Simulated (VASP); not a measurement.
# A VASP study of FeNi3 (Awaruite) (AM05): structure first, properties next, part 6 of 6

What structure does FeNi3 (Awaruite) take at this level, and what are its properties? The start is a cell from a database of measured crystal structures.

VASP 6.6.1, plane waves and PAW; the level of theory is named at each step.

Still holding for the runs below: The magnetic order is the lowest of the few collinear ones that converged above; longer or canted patterns were not tried.

So far, largest spin moment in the PAW sphere (μB): step 2 (magnetic order: ferromagnetic) 2.91; step 5 (magnetic order: antiferromagnetic, q = (1/2, 1/2, 1/2)) 2.97; step 6 (magnetic order: antiferromagnetic, q = (1/2, 1/2, 0)) 2.91; step 8 (full relaxation (AM05)) 2.85; step 12 (total and projected DOS (AM05)) 2.81. The relaxed cell has a = 3.483 Å (conventional setting).

### 13. Vibrations at Γ (AM05)

Level of this step: AM05, spin-polarised from a ferromagnetic start; plane waves and PAW (Fe, Ni) (VASP).

Zone-centre modes test whether the atoms sit at a minimum within this cell. IBRION = 8 takes the force constants from linear response, which needs tightly converged orbitals.

INCAR

```
SYSTEM = FeNi3
PREC = Accurate
ENCUT = 400
EDIFF = 1E-08
NELM = 100
ISMEAR = 1
SIGMA = 0.2
LREAL = .FALSE.
ALGO = Normal
GGA = AM
NBANDS = 30
ISPIN = 2
MAGMOM = 2.843 0.637 0.637 0.637
LASPH = .TRUE.
LMAXMIX = 4
LORBIT = 11
LWAVE = .FALSE.
LCHARG = .FALSE.
KPAR = 8
IBRION = 8
ISIF = 2
```

POSCAR

```
FeNi3
1.0
    3.4830086870      0.0000000000      0.0000000000
    0.0000000000      3.4830086870      0.0000000000
    0.0000000000      0.0000000000      3.4830086870
Fe Ni
1 3
Direct
    0.0000000000      0.0000000000      0.0000000000
    0.0000000000      0.5000000000      0.5000000000
    0.5000000000      0.0000000000      0.5000000000
    0.5000000000      0.5000000000      0.0000000000
```

KPOINTS

```
Automatic mesh
0
Gamma
11 11 11
0 0 0
```

The projector-augmented-wave data sets are Fe and Ni (PBE family, release 64).

Started as:

```
$ mpirun -np 8 vasp_std
```

The log of the run:

```text
[... set-up lines as in an earlier step ...]
 entering main loop
       N       E                     dE             d eps       ncg     rms          rms(c)
DAV:   1     0.213792937669E+03    0.21379E+03   -0.14155E+04  7232   0.149E+03
DAV:   2    -0.184625784161E+02   -0.23226E+03   -0.21863E+03  6726   0.295E+02
DAV:   3    -0.312405193451E+02   -0.12778E+02   -0.12256E+02  7386   0.937E+01
DAV:   4    -0.314052705776E+02   -0.16475E+00   -0.16463E+00  7628   0.115E+01
DAV:   5    -0.314104471672E+02   -0.51766E-02   -0.51763E-02  9496   0.162E+00    0.227E+01
DAV:   6    -0.277553070611E+02    0.36551E+01   -0.27285E+01  7452   0.839E+01    0.159E+01
DAV:   7    -0.297835455077E+02   -0.20282E+01   -0.12221E+01  7636   0.846E+01    0.239E+01
DAV:   8    -0.266704705622E+02    0.31131E+01   -0.10368E+01  8844   0.450E+01    0.498E+00
DAV:   9    -0.267102286229E+02   -0.39758E-01   -0.38648E-01  8596   0.689E+00    0.319E+00
DAV:  10    -0.266778255528E+02    0.32403E-01   -0.60481E-02  8324   0.666E+00    0.150E+00
DAV:  11    -0.266728226500E+02    0.50029E-02   -0.15096E-02 10742   0.164E+00    0.819E-01
DAV:  12    -0.266745496153E+02   -0.17270E-02   -0.30503E-03  9818   0.116E+00    0.256E-01
DAV:  13    -0.266745947522E+02   -0.45137E-04   -0.46423E-04  9338   0.362E-01    0.484E-02
DAV:  14    -0.266746035320E+02   -0.87797E-05   -0.89891E-05  8638   0.923E-02    0.530E-02
DAV:  15    -0.266746080247E+02   -0.44927E-05   -0.15832E-05  7572   0.101E-01    0.149E-02
DAV:  16    -0.266746075021E+02    0.52257E-06   -0.51305E-06 10192   0.364E-02    0.107E-02
DAV:  17    -0.266746070361E+02    0.46599E-06   -0.90422E-07  9416   0.201E-02    0.115E-03
DAV:  18    -0.266746070163E+02    0.19842E-07   -0.56005E-08  7560   0.328E-03    0.705E-04
DAV:  19    -0.266746070078E+02    0.85229E-08   -0.78775E-09  3988   0.170E-03
   1 F= -.26674607E+02 E0= -.26676974E+02  d E =0.710125E-02  mag=     4.6847
 Linear response reoptimize wavefunctions to high precision
DAV:   1    -0.266746070119E+02   -0.41091E-08   -0.26943E-09  4020   0.699E-04
DAV:   2    -0.266746070119E+02   -0.26375E-10   -0.43523E-10  3816   0.182E-04
 Linear response DOF=           3
 Linear response progress:
  Degree of freedom:   1/  3
       N       E                     dE             d eps       ncg     rms          rms(c)
RMM:   1    -0.166420411672E+00   -0.16642E+00   -0.10285E-01 27043   0.190E+00
RMM:   2    -0.161558810827E+00    0.48616E-02   -0.30225E-03 18131   0.833E-01    0.894E-01
RMM:   3    -0.160507043366E+00    0.10518E-02   -0.60646E-03 23121   0.434E-01    0.414E-01
RMM:   4    -0.160907731682E+00   -0.40069E-03   -0.52903E-04 24164   0.136E-01    0.723E-02
RMM:   5    -0.161023277993E+00   -0.11555E-03   -0.12870E-04 19587   0.101E-01    0.177E-01
RMM:   6    -0.160951038589E+00    0.72239E-04   -0.81603E-05 19739   0.931E-02    0.300E-02
RMM:   7    -0.161042930657E+00   -0.91892E-04   -0.40897E-05 24376   0.358E-02    0.743E-03
RMM:   8    -0.161032946273E+00    0.99844E-05   -0.98830E-07 24374   0.645E-03    0.409E-03
RMM:   9    -0.161024606574E+00    0.83397E-05   -0.25062E-07 23524   0.318E-03    0.201E-03
RMM:  10    -0.161026056080E+00   -0.14495E-05   -0.51392E-08 24819   0.118E-03    0.443E-04
RMM:  11    -0.161025849998E+00    0.20608E-06    0.15828E-08 22501   0.645E-04    0.635E-04
RMM:  12    -0.161025498704E+00    0.35129E-06   -0.19306E-08 21820   0.458E-04    0.173E-04
RMM:  13    -0.161023889838E+00    0.16089E-05   -0.26714E-09 25848   0.189E-04    0.645E-05
RMM:  14    -0.161023571328E+00    0.31851E-06    0.14391E-09 25475   0.788E-05    0.199E-05
RMM:  15    -0.161023449347E+00    0.12198E-06    0.27651E-09 26102   0.467E-05    0.866E-06
RMM:  16    -0.161023376728E+00    0.72619E-07    0.28756E-09 25666   0.366E-05    0.308E-06
RMM:  17    -0.161023377319E+00   -0.59046E-09    0.26452E-09 26285   0.308E-05    0.111E-06
 first order change of Fermi-energy  -0.51625E-03
 force on displaced ion       1 direction 1 :  -8.373  -0.000  -0.000
 Linear response progress:
  Degree of freedom:   2/  3
       N       E                     dE             d eps       ncg     rms          rms(c)
RMM:   1    -0.192703367335E+00   -0.19270E+00   -0.13243E-01 25801   0.212E+00
RMM:   2    -0.184289400369E+00    0.84140E-02   -0.43726E-03 18650   0.876E-01    0.306E-01
RMM:   3    -0.184358984915E+00   -0.69585E-04   -0.10048E-03 23963   0.223E-01    0.159E-01
RMM:   4    -0.184398076122E+00   -0.39091E-04   -0.96050E-05 24264   0.633E-02    0.709E-02
RMM:   5    -0.184677619979E+00   -0.27954E-03   -0.12803E-04 21466   0.991E-02    0.172E-01
RMM:   6    -0.184647078260E+00    0.30542E-04   -0.69611E-05 19995   0.840E-02    0.129E-02
RMM:   7    -0.184663813303E+00   -0.16735E-04   -0.15653E-05 24773   0.262E-02    0.168E-02
RMM:   8    -0.184662553241E+00    0.12601E-05   -0.17572E-06 20178   0.117E-02    0.539E-03
RMM:   9    -0.184656353301E+00    0.61999E-05   -0.63786E-07 24565   0.530E-03    0.263E-03
RMM:  10    -0.184661020325E+00   -0.46670E-05   -0.66026E-08 24339   0.176E-03    0.921E-04
RMM:  11    -0.184661851826E+00   -0.83150E-06   -0.11295E-08 25992   0.715E-04    0.309E-04
RMM:  12    -0.184660081423E+00    0.17704E-05   -0.18825E-09 26551   0.230E-04    0.168E-04
RMM:  13    -0.184658395011E+00    0.16864E-05   -0.18241E-09 25511   0.123E-04    0.342E-05
RMM:  14    -0.184658135196E+00    0.25981E-06   -0.17726E-09 26452   0.583E-05    0.127E-05
RMM:  15    -0.184658154594E+00   -0.19397E-07   -0.20527E-09 26041   0.390E-05    0.539E-06
RMM:  16    -0.184658149578E+00    0.50159E-08   -0.22407E-09 26948   0.307E-05    0.276E-06
 first order change of Fermi-energy  -0.10504E-03
 force on displaced ion       2 direction 1 : -10.320   0.000   0.000
 Linear response progress:
  Degree of freedom:   3/  3
       N       E                     dE             d eps       ncg     rms          rms(c)
RMM:   1    -0.192482552050E+00   -0.19248E+00   -0.13045E-01 44524   0.213E+00
RMM:   2    -0.184483209388E+00    0.79993E-02   -0.45233E-03 31969   0.885E-01    0.307E-01
RMM:   3    -0.184678295825E+00   -0.19509E-03   -0.10475E-03 41022   0.230E-01    0.160E-01
RMM:   4    -0.184748617980E+00   -0.70322E-04   -0.94869E-05 41842   0.633E-02    0.730E-02
RMM:   5    -0.185087893956E+00   -0.33928E-03   -0.12582E-04 36079   0.103E-01    0.184E-01
RMM:   6    -0.185095996745E+00   -0.81028E-05   -0.84541E-05 34801   0.907E-02    0.140E-02
RMM:   7    -0.185108000406E+00   -0.12004E-04   -0.18877E-05 41867   0.292E-02    0.207E-02
RMM:   8    -0.185104481701E+00    0.35187E-05   -0.21066E-06 34564   0.137E-02    0.490E-03
RMM:   9    -0.185094147796E+00    0.10334E-04   -0.49678E-07 43117   0.512E-03    0.249E-03
RMM:  10    -0.185097770742E+00   -0.36229E-05   -0.57325E-08 42564   0.170E-03    0.914E-04
RMM:  11    -0.185098593596E+00   -0.82285E-06    0.14134E-08 39189   0.959E-04    0.970E-04
RMM:  12    -0.185098377802E+00    0.21579E-06    0.15408E-08 36494   0.665E-04    0.281E-04
RMM:  13    -0.185096569172E+00    0.18086E-05    0.23257E-08 45192   0.241E-04    0.130E-04
RMM:  14    -0.185095227597E+00    0.13416E-05    0.22253E-08 44083   0.120E-04    0.239E-05
RMM:  15    -0.185095084903E+00    0.14269E-06    0.21291E-08 46079   0.529E-05    0.110E-05
RMM:  16    -0.185095078345E+00    0.65580E-08    0.19534E-08 45365   0.376E-05    0.400E-06
 first order change of Fermi-energy   0.95553E-03
 force on displaced ion       2 direction 2 :   0.000  -9.142   0.000
 Linear response finished
```

Elapsed: 2.3 min, on 8 MPI ranks of AMD EPYC 9R45, shared host; peak memory 5.7 GiB.

Parts of OUTCAR (step 13):

```text
   k-points           NKPTS =     56   k-points in BZ     NKDIM =     56   number of bands    NBANDS=     30

   NELECT =      38.0000    total number of electrons

  Total       -0.1186309     -0.1186309     -0.1186309     -0.0000000     -0.0000000      0.0000000
  in kB       -4.4982636     -4.4982636     -4.4982636     -0.0000000     -0.0000000      0.0000000
  external PRESSURE =      -4.4982636 kB  Pullay stress =       0.0000000 kB

 Eigenvectors and eigenvalues of the dynamical matrix
 ----------------------------------------------------

   1 f  =    8.603686 THz    54.058551 2PiTHz  286.988058 cm-1    35.581968 meV
             X         Y         Z           dx          dy          dz
      0.000000  0.000000  0.000000     0.094005   -0.378789   -0.000035
      0.000000  1.741504  1.741504     0.145200    0.477590    0.000044
      1.741504  0.000000  1.741504    -0.118524   -0.585079    0.000044
      1.741504  1.741504  0.000000    -0.118524    0.477590   -0.000054

   2 f  =    8.603686 THz    54.058551 2PiTHz  286.988058 cm-1    35.581968 meV
             X         Y         Z           dx          dy          dz
      0.000000  0.000000  0.000000     0.370282    0.091886    0.082257
      0.000000  1.741504  1.741504     0.571940   -0.115853   -0.103712
      1.741504  0.000000  1.741504    -0.466864    0.141927   -0.103712
      1.741504  1.741504  0.000000    -0.466864   -0.115853    0.127054

   3 f  =    8.603686 THz    54.058551 2PiTHz  286.988058 cm-1    35.581968 meV
             X         Y         Z           dx          dy          dz
      0.000000  0.000000  0.000000    -0.079827   -0.019846    0.381513
      0.000000  1.741504  1.741504    -0.123301    0.025022   -0.481024
      1.741504  0.000000  1.741504     0.100649   -0.030654   -0.481024
      1.741504  1.741504  0.000000     0.100649    0.025022    0.589286

   4 f  =    6.469991 THz    40.652154 2PiTHz  215.815675 cm-1    26.757721 meV
             X         Y         Z           dx          dy          dz
      0.000000  0.000000  0.000000    -0.026297    0.777992    0.000000
      0.000000  1.741504  1.741504     0.020933   -0.070829   -0.000000
      1.741504  0.000000  1.741504     0.002394   -0.619317   -0.000000
      1.741504  1.741504  0.000000     0.002394   -0.070829   -0.000000

   5 f  =    6.469991 THz    40.652154 2PiTHz  215.815675 cm-1    26.757721 meV
             X         Y         Z           dx          dy          dz
      0.000000  0.000000  0.000000    -0.777881   -0.026293   -0.013144
      0.000000  1.741504  1.741504     0.619229    0.002394    0.001197
      1.741504  0.000000  1.741504     0.070819    0.020930    0.001197
      1.741504  1.741504  0.000000     0.070819    0.002394    0.010463

   6 f  =    6.469991 THz    40.652154 2PiTHz  215.815675 cm-1    26.757721 meV
             X         Y         Z           dx          dy          dz
      0.000000  0.000000  0.000000    -0.013137   -0.000444    0.778326
      0.000000  1.741504  1.741504     0.010457    0.000040   -0.070859
      1.741504  0.000000  1.741504     0.001196    0.000353   -0.070859
      1.741504  1.741504  0.000000     0.001196    0.000040   -0.619582

   7 f  =    6.314424 THz    39.674697 2PiTHz  210.626519 cm-1    26.114348 meV
             X         Y         Z           dx          dy          dz
      0.000000  0.000000  0.000000     0.000000    0.000000    0.000000
      0.000000  1.741504  1.741504    -0.000000    0.418924    0.569633
      1.741504  0.000000  1.741504    -0.004535   -0.000000   -0.569633
      1.741504  1.741504  0.000000     0.004535   -0.418924   -0.000000

   8 f  =    6.314424 THz    39.674697 2PiTHz  210.626519 cm-1    26.114348 meV
             X         Y         Z           dx          dy          dz
      0.000000  0.000000  0.000000    -0.000000    0.000000    0.000000
      0.000000  1.741504  1.741504     0.000000   -0.437084    0.317814
      1.741504  0.000000  1.741504    -0.456017   -0.000000   -0.317814
      1.741504  1.741504  0.000000     0.456017    0.437084   -0.000000

   9 f  =    6.314424 THz    39.674697 2PiTHz  210.626519 cm-1    26.114348 meV
             X         Y         Z           dx          dy          dz
      0.000000  0.000000  0.000000     0.000000   -0.000000   -0.000000
      0.000000  1.741504  1.741504    -0.000000   -0.365321    0.272970
      1.741504  0.000000  1.741504     0.540396    0.000000   -0.272970
      1.741504  1.741504  0.000000    -0.540396    0.365321    0.000000

  10 f/i=    0.007221 THz     0.045371 2PiTHz    0.240867 cm-1     0.029864 meV
             X         Y         Z           dx          dy          dz
      0.000000  0.000000  0.000000    -0.348852    0.278598    0.205922
      0.000000  1.741504  1.741504    -0.356623    0.284933    0.210605
      1.741504  0.000000  1.741504    -0.356785    0.284804    0.210605
      1.741504  1.741504  0.000000    -0.356785    0.284933    0.210509

  11 f/i=    0.007221 THz     0.045371 2PiTHz    0.240867 cm-1     0.029864 meV
             X         Y         Z           dx          dy          dz
      0.000000  0.000000  0.000000     0.175312    0.394017   -0.236081
      0.000000  1.741504  1.741504     0.179218    0.402978   -0.241449
      1.741504  0.000000  1.741504     0.179299    0.402795   -0.241449
      1.741504  1.741504  0.000000     0.179299    0.402978   -0.241340

  12 f/i=    0.007221 THz     0.045371 2PiTHz    0.240867 cm-1     0.029864 meV
             X         Y         Z           dx          dy          dz
      0.000000  0.000000  0.000000     0.298808    0.094085    0.378920
      0.000000  1.741504  1.741504     0.305464    0.096224    0.387537
      1.741504  0.000000  1.741504     0.305603    0.096180    0.387537
      1.741504  1.741504  0.000000     0.305603    0.096224    0.387361

 ELASTIC MODULI CONTR FROM IONIC RELAXATION (kBar)
 Direction    XX          YY          ZZ          XY          YZ          ZX
 --------------------------------------------------------------------------------
 XX           0.0000      0.0000      0.0000      0.0000      0.0000      0.0000
 YY           0.0000      0.0000      0.0000      0.0000      0.0000      0.0000
 ZZ           0.0000      0.0000      0.0000      0.0000      0.0000      0.0000
 XY           0.0000      0.0000      0.0000      0.0000      0.0000      0.0000
 YZ           0.0000      0.0000      0.0000      0.0000      0.0000      0.0000
 ZX           0.0000      0.0000      0.0000      0.0000      0.0000      0.0000
 --------------------------------------------------------------------------------

 magnetization (x)
# of ion       s       p       d       tot
------------------------------------------
    1        0.006   0.001   2.821   2.828
    2       -0.015  -0.039   0.664   0.610
    3       -0.015  -0.039   0.664   0.610
    4       -0.015  -0.039   0.664   0.610
--------------------------------------------------
tot         -0.038  -0.117   4.814   4.659

[... 7 parts as in an earlier step ...]

[... 4 further parts left out ...]
```

Energies printed during the response cycles are not total energies of the cell.

This step gave:

```
bands                                             : 30
pressure of the cell                              : -0.4498 GPa
largest force of the cell                         : 0 eV/Å
Fermi energy                                      : 9.101 eV
moment of the cell, from the last line of the log : 4.685 μB
```

Modes at Γ, with each element's share of the kinetic energy:

```csv
mode,frequency (cm⁻¹),symmetry,Fe %,Ni %
1,-0.2,acoustic,24,76
2,-0.2,acoustic,24,76
3,-0.2,acoustic,24,76
4,210.6,T2u,0,100
5,210.6,T2u,0,100
6,210.6,T2u,0,100
7,215.8,T1u,61,39
8,215.8,T1u,61,39
9,215.8,T1u,61,39
10,287.0,T1u,15,85
11,287.0,T1u,15,85
12,287.0,T1u,15,85
```

Displacements in mode 6 (210.6 cm⁻¹), the largest set to 1:
```
Fe1  0.00  0.00  0.00
Ni2  0.00  0.74  1.00
Ni3 -0.01  0.00 -1.00
Ni4  0.01 -0.74  0.00
```

Displacements in mode 10 (287.0 cm⁻¹), the largest set to 1:
```
Fe1 -0.14 -0.03  0.66
Ni2 -0.21  0.04 -0.82
Ni3  0.17 -0.05 -0.82
Ni4  0.17  0.04  1.00
```

The three acoustic modes lie within 0.2 cm⁻¹ of zero, and all others are real. By the characters of their eigenvectors the optical modes sort into (cm⁻¹) infrared active: T1u 216, T1u 287; silent: T2u 211.

### 14. Results

```
relaxed volume                            : 10.56 Å³/atom
relaxed conventional cell a, b, c         : 3.483, 3.483, 3.483 Å
space group after relaxing, within 0.02 Å : Pm-3m (No. 221)
moment of the cell (10×10×10 mesh)        : 4.61 μB
largest site moment (10×10×10 mesh)       : 2.81 μB on Fe1
band gap                                  : none, a metal
DOS at the Fermi level                    : 3.37 states/eV/cell
highest zone-centre mode                  : 287 cm⁻¹
```

In words: With AM05, FeNi3 (Awaruite) relaxes to 10.56 Å³/atom in space group Pm-3m, comes out as a metal and keeps moments of up to 2.81 μB (10×10×10 mesh). Against the listed cell the volume lies -5.2 %. Of 5 collinear starts at AM05, the lowest ends ferromagnetic. Bands along the symmetry lines (AM05), spin up: Of the bands kept, 4 cross the Fermi level on this path. Bands along the symmetry lines (AM05), spin down: Of the bands kept, 6 cross the Fermi level on this path. Vibrations at Γ (AM05): The highest mode in this list at Γ, 287.0 cm⁻¹, is mostly motion of Ni (85 % of the kinetic energy). The k-sampling is coarse for a metal, so the Fermi level, moments, pressures and the shape of the cell carry errors. Only a few collinear orders were tried, on the cell as listed. Modes at Γ alone can't show that the crystal is stable at other wave vectors. No search among competing phases was made, and a listed structure need not be the one stable at ambient conditions. All values are for a static lattice at zero temperature.

[Lines on the potential files, build, host, timing and source positions are cut from VASP's logs without a mark.]

[Logs are printed without paths, hosts, clocks, repeated set-up lines and the standing remarks that a program may print on its own settings, such as how far it seeks lower states.]

[Hosts, paths, dates, database ids (printed as entryN), source tags and the programs' standing remarks are cut or masked in the printed files.]

[A measured line is paired with the nearest computed mode of its activity, which favours agreement.]
